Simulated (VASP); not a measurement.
# Y3F (P6/mmm) in VASP: further runs, part 2 of 3

VASP 6.6.1. The steps go on from the part before.

**3. Band structure, PBE**

Input file INCAR:

```
PREC = Accurate
ENCUT = 520
EDIFF = 1E-6
ISMEAR = -1
SIGMA = 0.05
LREAL = F
LASPH = T
NELM = 80
ALGO = Fast
ISIF = 2
LWAVE = F
LCHARG = F
LMAXMIX = 4
GGA = PE
```

Input file KPOINTS:

```
regular mesh
0
Gamma
  4 4 6
```

Input file POSCAR:

```
Y3F
1.0
    6.2666500000      0.0000000000      0.0000000000
   -3.1333300000      5.4270800000      0.0000000000
    0.0000000000      0.0000000000      3.3619900000
Y F
3 1
Direct
    0.5000000000      0.0000000000      0.0000000000
    0.0000000000      0.5000000000      0.0000000000
    0.5000000000      0.5000000000      0.0000000000
    0.0000000000      0.0000000000      0.0000000000
```

Input file KPOINTS_OPT:

```
path GMKGALHA,LM,KH
10
line-mode
reciprocal
 0.0000000000  0.0000000000  0.0000000000  G
 0.5000000000  0.0000000000  0.0000000000  M

 0.5000000000  0.0000000000  0.0000000000  M
 0.3333333333  0.3333333333  0.0000000000  K

 0.3333333333  0.3333333333  0.0000000000  K
 0.0000000000  0.0000000000  0.0000000000  G

 0.0000000000  0.0000000000  0.0000000000  G
 0.0000000000  0.0000000000  0.5000000000  A

 0.0000000000  0.0000000000  0.5000000000  A
 0.5000000000  0.0000000000  0.5000000000  L

 0.5000000000  0.0000000000  0.5000000000  L
 0.3333333333  0.3333333333  0.5000000000  H

 0.3333333333  0.3333333333  0.5000000000  H
 0.0000000000  0.0000000000  0.5000000000  A

 0.5000000000  0.0000000000  0.5000000000  L
 0.5000000000  0.0000000000  0.0000000000  M

 0.3333333333  0.3333333333  0.0000000000  K
 0.3333333333  0.3333333333  0.5000000000  H
```

Potentials or basis: VASP PAW PBE potentials, release 64 (Y_sv, F).

Started as:

```console
> cat potpaw_PBE.64/Y_sv/POTCAR potpaw_PBE.64/F/POTCAR > POTCAR
> mpirun -np 1 vasp_std > vasp.out
```

OUTCAR:

```text
PREC = Accurate
   ENCUT = 520
   EDIFF = 1E-6
   ISMEAR = -1
   LREAL = F
   LASPH = T
   NELM = 80
   ISIF = 2
   GGA = PE

 ion  position               nearest neighbor table
   1  0.500  0.000  0.000-   2 3.13   2 3.13   3 3.13   3 3.13
   2  0.000  0.500  0.000-   1 3.13   1 3.13   3 3.13   3 3.13
   3  0.500  0.500  0.000-   2 3.13   2 3.13   1 3.13   1 3.13
   4  0.000  0.000  0.000-

  LATTYP: Found a hexagonal cell.
 ALAT       =     6.2666500000
 C/A-ratio  =     0.5364891928

  Lattice vectors:

 A1 = (   6.2666500000,   0.0000000000,   0.0000000000)
 A2 = (  -3.1333300000,   5.4270800000,   0.0000000000)
 A3 = (   0.0000000000,   0.0000000000,   3.3619900000)

Analysis of symmetry for initial positions (statically):
=====================================================================
 Subroutine PRICEL returns:
 Original cell was already a primitive cell.

 Routine SETGRP: Setting up the symmetry group for a
 hexagonal supercell.

 Subroutine GETGRP returns: Found 24 space group operations
 (whereof 24 operations were pure point group operations)
 out of a pool of 24 trial point group operations.

The static configuration has the point symmetry D_6h.

Analysis of symmetry for dynamics (positions and initial velocities):
=====================================================================
 Subroutine PRICEL returns:
 Original cell was already a primitive cell.

 Routine SETGRP: Setting up the symmetry group for a
 hexagonal supercell.

 Subroutine GETGRP returns: Found 24 space group operations
 (whereof 24 operations were pure point group operations)
 out of a pool of 24 trial point group operations.

The dynamic configuration has the point symmetry D_6h.

 Subroutine INISYM returns: Found 24 space group operations
 (whereof 24 operations are pure point group operations),
 and found     1 'primitive' translations

----------------------------------------------------------------------------------------

                                     Primitive cell

  volume of cell :     114.3400

  direct lattice vectors                    reciprocal lattice vectors
     6.266650000  0.000000000  0.000000000     0.159574892  0.092130722  0.000000000
    -3.133330000  5.427080000  0.000000000     0.000000000  0.184261150  0.000000000
     0.000000000  0.000000000  3.361990000     0.000000000  0.000000000  0.297442884

  length of vectors
     6.266650000  6.266654148  3.361990000     0.184261272  0.184261150  0.297442884

  position of ions in fractional coordinates (direct lattice)
     0.500000000  0.000000000  0.000000000
     0.000000000  0.500000000  0.000000000
     0.500000000  0.500000000  0.000000000
     0.000000000  0.000000000  0.000000000

  ion indices of the primitive-cell ions
   primitive index   ion index
                 1           1
                 2           2
                 3           3
                 4           4

----------------------------------------------------------------------------------------

 KPOINTS: regular mesh

Automatic generation of k-mesh.
 Grid dimensions read from file:
 generate k-points for:    4    4    6

 Generating k-lattice:

  Cartesian coordinates                     Fractional coordinates (reciprocal lattice)
     0.039893723  0.023032680  0.000000000     0.250000000  0.000000000  0.000000000
     0.000000000  0.046065287  0.000000000     0.000000000  0.250000000  0.000000000
     0.000000000  0.000000000  0.049573814     0.000000000  0.000000000  0.166666667

  Length of vectors
     0.046065318  0.046065287  0.049573814

  Shift w.r.t. Gamma in fractional coordinates (k-lattice)
     0.000000000  0.000000000  0.000000000

 Subroutine IBZKPT returns following result:
 ===========================================

 Found     16 irreducible k-points:

 Following reciprocal coordinates:
            Coordinates               Weight
  0.000000  0.000000  0.000000      1.000000
  0.250000  0.000000  0.000000      6.000000
  0.500000  0.000000  0.000000      3.000000
  0.250000  0.250000  0.000000      6.000000
  0.000000  0.000000  0.166667      2.000000
  0.250000  0.000000  0.166667     12.000000
[... 8 lines left out ...]
  0.500000  0.000000  0.500000      3.000000
  0.250000  0.250000  0.500000      6.000000
   k-points           NKPTS =     16   k-points in BZ     NKDIM =     16   number of bands    NBANDS=     24
   number of dos      NEDOS =    301   number of ions     NIONS =      4
   total plane-waves  NPLWV =  64512
   dimension x,y,z NGX =    48 NGY =   48 NGZ =   28
   dimension x,y,z NGXF=    96 NGYF=   96 NGZF=   56
   ions per type =               3   1
   NGX,Y,Z   is equivalent  to a cutoff of  12.73, 12.73, 13.85 a.u.
   NGXF,Y,Z  is equivalent  to a cutoff of  25.47, 25.47, 27.69 a.u.
 SYSTEM =  unknown system
   PREC   = accura    normal or accurate (medium, high low for compatibility)
   ISTART =      0    job   : 0-new  1-cont  2-samecut
   ICHARG =      2    charge: 1-file 2-atom 10-const
   ISPIN  =      1    spin polarized calculation?
   LNONCOLLINEAR =      F non collinear calculations
   LSORBIT =      F    spin-orbit coupling
   LASPH  =      T    aspherical Exc in radial PAW
   ENCUT  =  520.0 eV  38.22 Ry    6.18 a.u.  11.65 11.65  6.25*2*pi/ulx,y,z
   NELM   =     80;   NELMIN=  2; NELMDL= -5     # of ELM steps
   EDIFF  = 0.1E-05   stopping-criterion for ELM
   LREAL  =      F    real-space projection
   EDIFFG = 0.1E-04   stopping-criterion for IOM
   NSW    =      0    number of steps for IOM
   IBRION =     -1    ionic relax: 0-MD 1-quasi-New 2-CG
   NFREE  =      0    steps in history (QN), initial steepest desc. (CG)
   ISIF   =      2    stress and relaxation
   ISYM   =      2    0-nonsym 1-usesym 2-fastsym
   POTIM  = 0.5000    time-step for ionic-motion
   TEBEG  =    0.0;   TEEND  =   0.0 temperature during run
   PSTRESS=    0.0 pullay stress
   NELECT =      40.0000    total number of electrons
   NUPDOWN=      -1.0000    fix difference up-down
   EMIN   =  10.00;   EMAX   =-10.00  energy-range for DOS
   EFERMI =   0.00;   METHOD = LEGACY
   ISMEAR =    -1;   SIGMA  =   0.05  broadening in eV -4-tet -1-fermi 0-gaus
   EFERMI_NEDOS =   21; number of points for ismear=-14 and -15
   IALGO  =     68    algorithm
   IMIX   =      4    mixing-type and parameters
     AMIX     =   0.40;   BMIX     =  1.00
     AMIX_MAG =   1.60;   BMIX_MAG =  1.00
  volume/ion in A,a.u.               =      28.58       192.90
  Fermi-wavevector in a.u.,A,eV,Ry     =   1.153530  2.179855 18.104332  1.330631
  Thomas-Fermi vector in A             =   2.290173
   LORBIT       =      0    0 simple, 1 ext, 2 COOP (PROOUT), +10 PAW based schemes
   GGA     = PE    functional components
   LHFCALC =     F    Hartree Fock is set to
   AEXX    =    0.0000 exact exchange contribution
   IVDW    =     0    specifies the selected vdW correction
   LEPSILON=     F    determine dielectric tensor
   LRPA    =     F    only Hartree local field effects (RPA)
 non-spin polarized calculation
 RMM-DIIS sequential band-by-band and
  energy-cutoff  :      520.00
  volume of cell :      114.34
 maximum number of plane-waves:      3108
 NGX is ok and might be reduce to    48
   NGX = 23   NGY = 23   NGZ = 13

 number of electron      39.9999992 magnetization

 Free energy of the ion-electron system (eV)
  ---------------------------------------------------
  ext. energy  EPLUGINS =         0.00000000
  ---------------------------------------------------
  free energy    TOTEN  =       -21.52983999 eV

  energy without entropy =      -21.47495521  energy(sigma->0) =      -21.50239760

 E-fermi :   2.4844     XC(G=0):  -9.0510

 val. band max:        2.4814133327   @ k =   0.0000   0.0000   0.0000
 cond. band min:       2.5414312916   @ k =   0.2500   0.2500   0.0000
 fundamental gap:      0.0600179589
 Fermi energy:         2.4844460568

 k-point     1 :       0.0000    0.0000    0.0000
  band No.  band energies     occupation
      1     -40.5666      2.00000
      2     -40.4096      2.00000
      3     -40.4096      2.00000
      4     -21.2078      2.00000
      5     -20.8931      2.00000
      6     -20.8931      2.00000
[... 421 lines left out ...]
     23       3.7593      0.00000
     24       4.1030      0.00000

------------------------ aborting loop because EDIFF is reached ----------------------------------------

  FORCE on cell =-STRESS in cart. coord.  units (eV):
  Direction    XX          YY          ZZ          XY          YZ          ZX
  --------------------------------------------------------------------------------------
  -------------------------------------------------------------------------------------
  Total       -0.1049679     -0.1049680     -0.2687991      0.0000001     -0.0000000     -0.0000000
  in kB       -1.4708522     -1.4708532     -3.7665202      0.0000014     -0.0000000     -0.0000000
  external PRESSURE =      -2.2360752 kB  Pullay stress =       0.0000000 kB

 VOLUME and BASIS-vectors are now :
 -----------------------------------------------------------------------------
  energy-cutoff  :      520.00
  volume of cell :      114.34
      direct lattice vectors                 reciprocal lattice vectors
     6.266650000  0.000000000  0.000000000     0.159574892  0.092130722  0.000000000
    -3.133330000  5.427080000  0.000000000     0.000000000  0.184261150  0.000000000
     0.000000000  0.000000000  3.361990000     0.000000000  0.000000000  0.297442884

 POSITION                                       TOTAL-FORCE (eV/Angst)
 -----------------------------------------------------------------------------------
      3.13333      0.00000      0.00000        -0.000000      0.000000      0.000000
     -1.56666      2.71354      0.00000        -0.000000      0.000000      0.000000
      1.56666      2.71354      0.00000         0.000000      0.000000      0.000000
      0.00000      0.00000      0.00000        -0.000000      0.000000      0.000000
 -----------------------------------------------------------------------------------
    total drift:                               -0.000000      0.000000      0.000000

  FREE ENERGIE OF THE ION-ELECTRON SYSTEM (eV)
  ---------------------------------------------------
  free  energy   TOTEN  =       -21.5298399884 eV

  energy  without entropy=      -21.4749552106  energy(sigma->0) =      -21.50239760
```

It took 99 s on 1 thread of Intel Xeon 6975P-C (Granite Rapids), shared host; peak memory 0.28 GiB.

What came out:

| Property | Result |
| --- | --- |
| Free energy | -21.5298 eV |
| Pressure | -0.2 GPa |
| Band gap along the path | none (metal or under the smearing width) |

Levels at the corners of the path, in eV from the Fermi level:
```tsv
point	band 18	band 19	band 20	band 21	band 22	band 23
Γ	-1.23	-1.08	-1.08	0.00	0.29	0.29
M	-1.89	-0.38	-0.33	0.22	0.61	0.92
M	-1.89	-0.38	-0.33	0.22	0.61	0.92
K	-2.21	-0.65	0.17	0.17	0.17	1.29
K	-2.21	-0.65	0.17	0.17	0.17	1.29
Γ	-1.23	-1.08	-1.08	0.00	0.29	0.29
Γ	-1.23	-1.08	-1.08	0.00	0.29	0.29
A	-1.95	-0.65	-0.65	-0.06	-0.06	0.49
A	-1.95	-0.65	-0.65	-0.06	-0.06	0.49
L	-0.73	-0.68	-0.26	0.23	1.00	1.13
L	-0.73	-0.68	-0.26	0.23	1.00	1.13
H	-1.11	-0.30	0.25	0.25	0.73	0.73
H	-1.11	-0.30	0.25	0.25	0.73	0.73
A	-1.95	-0.65	-0.65	-0.06	-0.06	0.49
L	-0.73	-0.68	-0.26	0.23	1.00	1.13
M	-1.89	-0.38	-0.33	0.22	0.61	0.92
K	-2.21	-0.65	0.17	0.17	0.17	1.28
H	-1.11	-0.30	0.25	0.25	0.73	0.73
```

[end of part 2 of 3]
